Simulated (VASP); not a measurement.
# CH₂IF: constrained molecular dynamics

CH₂IF, molecule in box, 5 atoms in the cell. PBE, constrained or biased molecular dynamics; PAW potentials F, C, I, H (PBE set).

Held coordinates: R 2 4.

## Input

INCAR:
```
SYSTEM = H2CIF
PREC = Normal ; EDIFF = 1E-5
LREAL = .FALSE. ; ALGO = Normal
NELMIN = 4 ; ISYM = 0
LWAVE = .FALSE. ; LCHARG = .FALSE.
IBRION = 0 ; ISIF = 2
TEBEG = 300 ; POTIM = 1.0
RANDOM_SEED = 672870 0 0 ; ENCUT = 400
ISMEAR = 0 ; SIGMA = 0.02
MDALGO = 2 ; SMASS = 0
LBLUEOUT = .TRUE. ; NSW = 40
```

KPOINTS:
```
k-points
0
Gamma
  1 1 1
```

ICONST:
```
R 2 4 0
R 2 3 7
A 4 2 3 7
M 2 4 3 7
P 2 4 2 3 7
W 2 4 1.31 9 14 7
cX 2 7
X 4 7
```

POSCAR:
```
H2CIF
1.0
    9.0000000000      0.0000000000      0.0000000000
    0.0000000000      8.0000000000      0.0000000000
    0.0000000000      0.0000000000      8.5000000000
F C I H
1 1 1 2
Direct
    0.6571444500      0.6139312500      0.4612353000
    0.5420666600      0.5108062500      0.4940470700
    0.3428555500      0.5935562500      0.3802117600
    0.5651222200      0.3860687500      0.4492705900
    0.5194777800      0.5117937500      0.6197882400
```

Commands:
```
cat potpaw_PBE.64/F/POTCAR potpaw_PBE.64/C/POTCAR potpaw_PBE.64/I/POTCAR potpaw_PBE.64/H/POTCAR > POTCAR
mpirun -np 1 vasp_gam > vasp.out
```

## Result

- Mean force dA/dxi (eV per unit): -0.28

The thermostat is set to 300 K; the run averages 315 K.

The constraints are off by 5.0e-06 at most, with SHAKETOL = 1e-05.

ICONST:
```
R 2 4 0
R 2 3 7
A 4 2 3 7
M 2 4 3 7
P 2 4 2 3 7
W 2 4 1.31 9 14 7
cX 2 7
X 4 7
```

REPORT:
```
MDALGO =   2
               SCALING =       0
                 CNEXP =     9.000   14.000
           EQUI_REGIME =      0
          SHAKEMAXITER =      1000
              SHAKETOL =   0.100000E-04
          SHAKETOLSOFT =   0.100000E-04
              SHAKESCA =    2.00000000
           RANDOM_SEED =            672870                0                0

   original number of atomic DOF:         12
   number of independent constraints:      1
   number of active DOF:                  11

========================================
         MD step No.       1
========================================

  Atomic velocities initialized by STEP_tb

  >Monit_coord
   mc> R          2.14219
   mc> A          1.85986
   mc> M          1.05404
   mc> P          0.50789
   mc> W          0.87716
   mc> cX         4.87860
   mc> X          0.56512

  SHAKE converged in   12 steps

  >Const_coord
   cc> R    1.08799   1.08798 -0.312523E-05

  >Blue_moon
        lambda        |z|^(-1/2)    GkT           |z|^(-1/2)*(lambda+GkT)
   b_m>  0.612194E+00  0.960803E+00 -0.217752E-13  0.588198E+00

  >Energies
                    E_tot             E_pot             E_kin               EPS                ES
[... 57 lines left out ...]
   mc> M          1.09173
   mc> P          0.48994
   mc> W          0.87716
   mc> cX         4.81585
   mc> X          0.54825

  SHAKE converged in   11 steps

  >Const_coord
   cc> R    1.08799   1.08799  0.293156E-05

  >Blue_moon
        lambda        |z|^(-1/2)    GkT           |z|^(-1/2)*(lambda+GkT)
   b_m> -0.286939E+00  0.960803E+00 -0.283135E-13 -0.275692E+00

  >Energies
                    E_tot             E_pot             E_kin               EPS                ES
   e_b>   -0.21118923E+02   -0.21239193E+02    0.12817772E+00    0.18672514E-02   -0.89135049E-02

  >Temperature
               T_sim     T_inst
   tmprt>    300.000    270.442

  >Thermostat:
           s(n+1) sdot(n+1)      s(n)   sdot(n)        Qs
   s_b>  -0.01967   0.01116  -0.03134   0.01219   0.00300

           RANDOM_SEED =            672870               30                0
```

Limits: the run is only 0.04 ps long, so its averages are rough.

VASP 6.6.1 took 213 s on 1 core (Intel Xeon Platinum 8488C (Sapphire Rapids)), a shared host.
